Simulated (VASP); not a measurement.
RbZn, 2 atoms in the cell. The structure is cubic, space group Pm-3m (No. 221). The conventional cell has a = 4.355 Å, b = 4.355 Å, c = 4.355 Å, α = 90.00°, β = 90.00°, γ = 90.00°. Rb (site symmetry m-3m) has 8 Zn at 3.77 Å as nearest neighbours. Around Zn (site symmetry m-3m) lie 8 Rb at 3.77 Å. The cell comes from a database or a generator and needn't be the stable form of this composition.

- Program: VASP 6.6.1
- Task: single point
- Functional: r2SCAN
- Potentials or basis: VASP PAW PBE potentials, release 64 (Rb_sv, Zn)
- Cutoff: 520 eV
- k mesh: 9 × 9 × 9
- Occupations: fermi-dirac, width 0.05 eV
- Spin: no spin polarisation
- Dipole correction: no
- Further INCAR settings: ALGO = Normal; EDIFF = 1e-06; NBANDS = 18

Potentials or basis: VASP PAW PBE potentials, release 64 (Rb_sv, Zn).

Launch:

```console
$ cat potpaw_PBE.64/Rb_sv/POTCAR potpaw_PBE.64/Zn/POTCAR > POTCAR
$ cp INCAR.step1 INCAR
$ mpirun -np 1 vasp_std > vasp.out
$ cp INCAR.step2 INCAR
$ mpirun -np 1 vasp_std > vasp.out
```

Hardware: 1 thread of Intel(R) Xeon(R) Platinum 8559C (Emerald Rapids), on a shared host.

Problem. Estimate the wall time of this run.

Solution. It took 52 s on 1 thread of Intel(R) Xeon(R) Platinum 8559C (Emerald Rapids), on a shared host, peak memory 0.21 GiB. Counts: scf iterations 10, k points 35.
